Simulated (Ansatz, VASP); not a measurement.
# Cross-check of Hf2NF2 (Hf2NF2 MXene, 2 layers, AA) between VASP and Ansatz, part 2 of 2

One calculation is typed for both programs; each brings its own data sets. How far apart do they land? The structure shown is the start of the Ansatz relaxation below; VASP solves that cell, so the two are compared at the walk's first step.

VASP 6.6.1 and Ansatz 0.2.0.

So far: Starting point; Ansatz: relaxation, LDA.

**3. VASP: single point, LDA, start cell**

Level of this step: LDA, zero-moment start; plane waves and PAW (F, Hf_pv, N) (VASP).

The same cell, functional (in two slightly different forms), mesh and smearing now go to VASP, with its own data sets.

Lines of VASP's logs that name or quote its potential files are left out, and so is its time.

Contents of INCAR:

```
SYSTEM = Hf2NF2
PREC = Accurate
ENCUT = 520
EDIFF = 1E-06
NELM = 200
ISMEAR = -1
SIGMA = 0.05
LREAL = .FALSE.
ALGO = Normal
GGA = CA
NBANDS = 54
ISPIN = 2
MAGMOM = 0 0 0 -0 -0 -0 -0 0 0 -0
LASPH = .TRUE.
LMAXMIX = 4
LORBIT = 11
LWAVE = .FALSE.
LCHARG = .FALSE.
ISIF = 2
LDIPOL = .TRUE.
IDIPOL = 3
DIPOL = 0.5 0.5 0.5
LVHAR = .TRUE.
GGA_COMPAT = .FALSE.
NELMDL = -8
KPAR = 2
```

Contents of POSCAR:

```
Hf2NF2
1.0
    3.2175000000      0.0000000000      0.0000000000
   -1.6087500000      2.7864370000      0.0000000000
    0.0000000000      0.0000000000     55.1681590000
F Hf N
4 4 2
Direct
    0.3333332137      0.6666664274      0.3906238742
    0.6666666069      0.3333332137      0.4755293719
    0.3333332137      0.6666664274      0.5244706462
    0.6666666069      0.3333332137      0.6093761258
    0.6666666069      0.3333332137      0.4100644359
    0.3333332137      0.6666664274      0.4560888102
    0.6666666069      0.3333332137      0.5439112079
    0.3333332137      0.6666664274      0.5899355641
    0.0000000000      0.0000000000      0.4330766231
    0.0000000000      0.0000000000      0.5669233769
```

Contents of KPOINTS:

```
Automatic mesh
0
Gamma
10 10 1
0 0 0
```

Potentials, in the order of the species: F, Hf_pv and N (LDA family, release 64).

The run is started by

```bash
$ mpirun -np 2 vasp_std
```

Numbers of over 12 decimals in the logs are rounded to 6 here.

The program printed:

```text
[banner, memory and clock lines left out]
running    2 mpi-ranks, on    1 nodes
 distrk:  each k-point on    1 cores,    2 groups
 distr:  one band on    1 cores,    1 groups

 POSCAR found type information on POSCAR F HfN
 POSCAR found :  3 types and      10 ions
 LDA part: xc-table for (Slater(with rela. corr.)+CA(PZ))
 , standard interpolation
|                                                                             |
|           W    W    AA    RRRRR   N    N  II  N    N   GGGG   !!!           |
|           W    W   A  A   R    R  NN   N  II  NN   N  G    G  !!!           |
|           W    W  A    A  R    R  N N  N  II  N N  N  G       !!!           |
|           W WW W  AAAAAA  RRRRR   N  N N  II  N  N N  G  GGG   !            |
|           WW  WW  A    A  R   R   N   NN  II  N   NN  G    G                |
|           W    W  A    A  R    R  N    N  II  N    N   GGGG   !!!           |
|                                                                             |
|     One of the lattice vectors is very long (>50 A), but AMIN is rather     |
|     large. This can spoil convergence since charge sloshing might occur     |
|     along the long lattice vector. If problems with convergence are         |
|     observed, try to decrease AMIN to a smaller value (e.g. 0.01).          |
|     Note: This warning only applies if the self-consistency cycle is        |
|     used.                                                                   |
|                                                                             |

 POSCAR, INCAR and KPOINTS ok, starting setup
 FFT: planning ... GRIDC
 FFT: planning ... GRID_SOFT
 FFT: planning ... GRID
 WAVECAR not read
 entering main loop
       N       E                     dE             d eps       ncg     rms          rms(c)
DAV:   1     0.607039989255E+03    0.60704E+03   -0.39300E+04  3736   0.118E+03
DAV:   2    -0.373269333147E+02   -0.64437E+03   -0.62433E+03  3924   0.317E+02
DAV:   3    -0.103370597079E+03   -0.66044E+02   -0.65003E+02  3736   0.941E+01
DAV:   4    -0.105229593360E+03   -0.18590E+01   -0.18316E+01  3928   0.160E+01
DAV:   5    -0.105270437794E+03   -0.40844E-01   -0.40623E-01  3912   0.224E+00
DAV:   6    -0.105271685906E+03   -0.12481E-02   -0.12452E-02  3906   0.392E-01
DAV:   7    -0.105271741304E+03   -0.55397E-04   -0.55295E-04  3944   0.711E-02
DAV:   8    -0.105271744460E+03   -0.31564E-05   -0.31532E-05  3858   0.150E-02    0.933E+01
DAV:   9    -0.944302910087E+02    0.10841E+02   -0.49001E+01  3416   0.282E+01    0.683E+01
DAV:  10    -0.942122355624E+02    0.21806E+00   -0.62533E+00  3672   0.108E+01    0.855E+00
DAV:  11    -0.945188625698E+02   -0.30663E+00   -0.48368E+00  3932   0.985E+00    0.485E+00
DAV:  12    -0.939081951259E+02    0.61067E+00   -0.26073E+00  4018   0.580E+00    0.303E+00
DAV:  13    -0.938067748732E+02    0.10142E+00   -0.44666E-01  3976   0.319E+00    0.109E+00
DAV:  14    -0.938073635359E+02   -0.58866E-03   -0.63022E-02  3756   0.147E+00    0.740E-01
[...]
DAV:  26    -0.937969156343E+02   -0.45714E-04   -0.37347E-06  2596   0.383E-03    0.189E-03
DAV:  27    -0.937969401805E+02   -0.24546E-04   -0.19430E-06  2626   0.271E-03    0.203E-03
DAV:  28    -0.937969615802E+02   -0.21400E-04   -0.22210E-06  2400   0.200E-03    0.261E-03
DAV:  29    -0.937969663448E+02   -0.47646E-05   -0.30684E-07  2600   0.129E-03    0.224E-03
DAV:  30    -0.937969678982E+02   -0.15534E-05   -0.33955E-08  2264   0.666E-04    0.173E-03
DAV:  31    -0.937969715573E+02   -0.36591E-05   -0.10873E-07  2268   0.488E-04    0.762E-04
DAV:  32    -0.937969737475E+02   -0.21902E-05   -0.87181E-08  2316   0.544E-04    0.336E-04
DAV:  33    -0.937969743568E+02   -0.60927E-06   -0.16282E-08  2216   0.385E-04
   1 F= -.93796974E+02 E0= -.93775754E+02  d E =-.424406E-01  mag=    -0.0000
```

From OUTCAR (step 3):

```text
ion  position               nearest neighbor table
   1  0.333  0.667  0.391-   5 2.14   5 2.14   5 2.15
   2  0.667  0.333  0.476-   6 2.14   6 2.14   6 2.15
   3  0.333  0.667  0.524-   7 2.14   7 2.14   7 2.15
   4  0.667  0.333  0.609-   8 2.14   8 2.14   8 2.15
   5  0.667  0.333  0.410-   1 2.14   1 2.14   1 2.15   9 2.25   9 2.25   9 2.25   6 3.15   6 3.15
                             6 3.15
   6  0.333  0.667  0.456-   2 2.14   2 2.14   2 2.15   9 2.25   9 2.25   9 2.25   5 3.15   5 3.15
                             5 3.15
   7  0.667  0.333  0.544-   3 2.14   3 2.14   3 2.15  10 2.25  10 2.25  10 2.25   8 3.15   8 3.15
                             8 3.15
   8  0.333  0.667  0.590-   4 2.14   4 2.14   4 2.15  10 2.25  10 2.25  10 2.25   7 3.15   7 3.15
                             7 3.15
   9  0.000  0.000  0.433-   6 2.25   5 2.25   5 2.25   6 2.25   6 2.25   5 2.25
  10  0.000  0.000  0.567-   7 2.25   7 2.25   8 2.25   7 2.25   8 2.25   8 2.25

  LATTYP: Found a hexagonal cell.
 ALAT       =     3.2175000000
 C/A-ratio  =    17.1462809635

 Subroutine GETGRP returns: Found 12 space group operations
 (whereof 12 operations were pure point group operations)

The static configuration has the point symmetry D_3d.

 Found     14 irreducible k-points:

   k-points           NKPTS =     14   k-points in BZ     NKDIM =     14   number of bands    NBANDS=     54

   dimension x,y,z NGX =    24 NGY =   24 NGZ =  420
   dimension x,y,z NGXF=    48 NGYF=   48 NGZF=  840

   ENCUT  =  520.0 eV  38.22 Ry    6.18 a.u.   5.98  5.98102.58*2*pi/ulx,y,z

   NELECT =      78.0000    total number of electrons

 k-points in reciprocal lattice and weights: Automatic mesh
   0.00000000  0.00000000  0.00000000       0.010
   0.10000000  0.00000000  0.00000000       0.060
   0.20000000  0.00000000  0.00000000       0.060
   0.30000000  0.00000000  0.00000000       0.060
   0.40000000  0.00000000  0.00000000       0.060
   0.50000000 -0.00000000  0.00000000       0.030
   0.10000000  0.10000000  0.00000000       0.060
   0.20000000  0.10000000  0.00000000       0.120
   0.30000000  0.10000000  0.00000000       0.120
[...]
0.40000000  0.20000000  0.00000000       0.060
   0.30000000  0.30000000  0.00000000       0.060

 dipolmoment           0.000000      0.000000     -0.000013 electrons x Angstroem

 average (electrostatic) potential at core
       1 -83.6854       2 -83.6314       3 -83.6315       4 -83.6857       5 -43.8884
       6 -43.8957       7 -43.8959       8 -43.8886       9 -70.1549      10 -70.1551

 E-fermi :   0.1107

 spin component 1
 k-point     1 :       0.0000    0.0000    0.0000
  band No.  band energies     occupation
    ...
     40      -0.2097      0.99836
     41      -0.2018      0.99807
     42      -0.2018      0.99807
     43      -0.0611      0.96879
     44      -0.0221      0.93442
     45       0.2013      0.14028
     46       1.1587      0.00000
     47       1.9414      0.00000
     48       1.9414      0.00000
     49       1.9427      0.00000
    ...

 k-point     2 :       0.1000    0.0000    0.0000
  band No.  band energies     occupation
    ...
     39      -0.2740      0.99954
     40      -0.0528      0.96339
     41       0.0006      0.90038
     42       0.0396      0.80550
     43       0.0481      0.77757
     44       0.1569      0.28428
     45       0.3433      0.00946
     46       1.3869      0.00000
     47       1.9580      0.00000
     48       1.9860      0.00000
    ...

 k-point     3 :       0.2000    0.0000    0.0000
  band No.  band energies     occupation
    ...
     35      -5.2779      1.00000
     36      -5.2745      1.00000
     37      -1.3777      1.00000
     38      -1.3577      1.00000
     39       0.0225      0.85360
     40       0.1896      0.17096
     41       0.5339      0.00021
     42       0.7133      0.00001
     43       0.7223      0.00000
     44       0.7370      0.00000
    ...

 k-point     4 :       0.3000    0.0000    0.0000
  band No.  band energies     occupation
    ...
     34      -5.9313      1.00000
     35      -5.3647      1.00000
     36      -5.3625      1.00000
     37      -2.0698      1.00000
     38      -2.0346      1.00000
     39       0.5219      0.00027
     40       0.6354      0.00003
     41       1.1501      0.00000
     42       1.2637      0.00000
     43       1.4398      0.00000
    ...

 k-point     5 :       0.4000    0.0000    0.0000
  band No.  band energies     occupation
    ...
     34      -5.8656      1.00000
     35      -5.3806      1.00000
     36      -5.3791      1.00000
     37      -2.5252      1.00000
     38      -2.4764      1.00000
     39       0.8023      0.00000
     40       0.8412      0.00000
     41       1.6524      0.00000
     42       1.7001      0.00000
     43       2.1385      0.00000
    ...

 k-point     6 :       0.5000   -0.0000    0.0000
  band No.  band energies     occupation
    ...
     34      -5.8260      1.00000
     35      -5.3762      1.00000
     36      -5.3747      1.00000
     37      -2.6837      1.00000
     38      -2.6295      1.00000
     39       0.8192      0.00000
     40       0.8277      0.00000
     41       2.0079      0.00000
     42       2.0534      0.00000
     43       2.2272      0.00000
    ...

  Total       -1.1572754     -1.1572756     -4.1119555      0.0000000      0.0000000      0.0000000
  in kB       -3.7487893     -3.7487900    -13.3199538      0.0000000      0.0000000      0.0000000
  external PRESSURE =      -6.9391777 kB  Pullay stress =       0.0000000 kB

  energy-cutoff  :      520.00
  volume of cell :      494.60
      direct lattice vectors                 reciprocal lattice vectors
     3.217500000  0.000000000  0.000000000     0.310800311  0.179440626  0.000000000
    -1.608750000  2.786437000  0.000000000     0.000000000  0.358881252  0.000000000
     0.000000000  0.000000000 55.168159000     0.000000000  0.000000000  0.018126398

 POSITION                                       TOTAL-FORCE (eV/Angst)
 -----------------------------------------------------------------------------------
      0.00000      1.85762     21.55000         0.000000      0.000000     -2.061826
      1.60875      0.92881     26.23408         0.000000      0.000000      2.022734
      0.00000      1.85762     28.93408        -0.000000     -0.000000     -2.022734
      1.60875      0.92881     33.61816        -0.000000     -0.000000      2.061826
      1.60875      0.92881     22.62250         0.000000      0.000000      4.489344
      0.00000      1.85762     25.16158        -0.000000      0.000000     -4.331944
      1.60875      0.92881     30.00658         0.000000      0.000000      4.331944
      0.00000      1.85762     32.54566         0.000000      0.000000     -4.489344
      0.00000      0.00000     23.89204         0.000000      0.000000     -0.030341
      0.00000      0.00000     31.27612        -0.000000      0.000000      0.030341
 -----------------------------------------------------------------------------------
    total drift:                               -0.000001      0.003931     -0.003556

  FREE ENERGIE OF THE ION-ELECTRON SYSTEM (eV)
  ---------------------------------------------------
  free  energy   TOTEN  =       -93.7969743568 eV

  energy  without entropy=      -93.7545337180  energy(sigma->0) =      -93.77575404

 vacuum level on the upper side and lower side of the slab         2.370         2.370

 total charge
# of ion       s       p       d       tot
------------------------------------------
    1        1.732   4.382   0.000   6.114
    2        1.734   4.377   0.000   6.112
    3        1.734   4.377   0.000   6.112
    4        1.732   4.382   0.000   6.114
    5        0.266   6.463   1.849   8.578
    6        0.268   6.466   1.836   8.570
    7        0.268   6.466   1.836   8.570
    8        0.266   6.463   1.849   8.578
    9        1.220   2.449   0.000   3.669
   10        1.220   2.449   0.000   3.669
--------------------------------------------------
tot         10.440  48.276   7.370  66.086

 magnetization (x)
# of ion       s       p       d       tot
------------------------------------------
    1       -0.000   0.000   0.000  -0.000
    2       -0.000   0.000   0.000   0.000
    3       -0.000   0.000   0.000   0.000
    4       -0.000   0.000   0.000  -0.000
    5       -0.000  -0.000  -0.000  -0.000
    6       -0.000  -0.000  -0.000  -0.000
    7       -0.000  -0.000  -0.000  -0.000
    8       -0.000  -0.000  -0.000  -0.000
    9       -0.000  -0.000   0.000  -0.000
   10       -0.000  -0.000   0.000  -0.000
--------------------------------------------------
tot         -0.000  -0.000  -0.000  -0.000

[... 3 further parts left out ...]
```

Harder data sets than Hf_pv exist (the GW ones), and pressures, volumes and forces can shift noticeably with them.

**4. Side by side**

Known differences besides the potentials themselves: the two LDA forms differ slightly; Ansatz cuts the interaction across the vacuum, VASP repeats the sheet with a dipole correction; the data sets hold 142 valence electrons in Ansatz (on its default PAW (the set named soft_2) files) and 78 in VASP; the cutoff is 420 eV in Ansatz and 520 eV in VASP; VASP's log shows a relativistic correction to its local exchange, Ansatz's none. Total energies have different zeros and are not compared.

Forces (eV/Å; atoms numbered as in POSCAR):

```
atom        Ansatz x, y, z          VASP x, y, z
  F1  0.000, 0.000, -2.209  0.000, 0.000, -2.062
  F2   0.000, 0.000, 2.171   0.000, 0.000, 2.023
  F3  0.000, 0.000, -2.171  0.000, 0.000, -2.023
  F4   0.000, 0.000, 2.209   0.000, 0.000, 2.062
 Hf5   0.000, 0.000, 4.528   0.000, 0.000, 4.489
 Hf6  0.000, 0.000, -4.371  0.000, 0.000, -4.332
 Hf7   0.000, 0.000, 4.371   0.000, 0.000, 4.332
 Hf8  0.000, 0.000, -4.528  0.000, 0.000, -4.489
  N9  0.000, 0.000, -0.031  0.000, 0.000, -0.030
 N10   0.000, 0.000, 0.031   0.000, 0.000, 0.030
```

The forces differ by 56 meV/Å r.m.s., which is 3.2 % of the r.m.s. force of 1.775 eV/Å (both taken over all components). Moments aren't recorded for both runs of this pair, so they may hold unlike magnetic states. With vacuum in the cell, a pressure given here is an average over mostly empty space and none of the material.

**5. What the set-up changes**

Further runs change the set-up of one program: Ansatz's method, potentials or start, or VASP's data sets, cutoff or form of LDA. The table gives that difference for each run.

```
                                   run  r.m.s. force difference (meV/Å)
                              as above                               56
VASP with the data sets F, Hf_sv and N                               25
```

**6. Outcome**

```json
{
 "r.m.s. force difference (single point, LDA, start cell)": "3.2 % of the r.m.s. force"
}
```

What this shows: The r.m.s. force difference is 3.2 % of the r.m.s. force (single point, LDA, start cell), beyond the 3 % picked in this series as the mark of a large difference. The data sets hold unlike numbers of valence electrons (142 in Ansatz and 78 in VASP), so part of the differences comes from the potentials. Single point, LDA, start cell, VASP with the data sets F, Hf_sv and N: r.m.s. force difference goes from 56 to 25 meV/Å. 1 further run of this series is not shown here. Such differences can come from data sets, numerical settings and the points named under the comparisons, not from the functional's error against experiment.

[Lines on the potential files, build, host, timing and source positions are cut from VASP's logs without a mark.]

[Logs are printed without paths, hosts, clocks, repeated set-up lines and the standing remarks that a program may print on its own settings, such as how far it seeks lower states.]

[Hosts, paths, dates, database ids (printed as entryN), source tags and the programs' standing remarks are cut or masked in the printed files.]
